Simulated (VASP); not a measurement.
All values below come from LDA (Ceperley-Alder, Perdew-Zunger), VASP's LDA PAW potentials (set 64) (plane waves; VASP). Each cell was relaxed at this level, without spin-orbit coupling.

**Question.** Which of these comes out without a gap?
(A) PbI2, P-3m1 (164)
(B) BaAl4, I4/mmm (139)
(C) MgO, Fm-3m (225)
(D) CdTe, F-43m (216)

**Answer.** B, BaAl4, I4/mmm (139). The others have gaps of 5.14 eV (MgO, Fm-3m (225)), 0.66 eV (CdTe, F-43m (216)), 1.91 eV (PbI2, P-3m1 (164)).
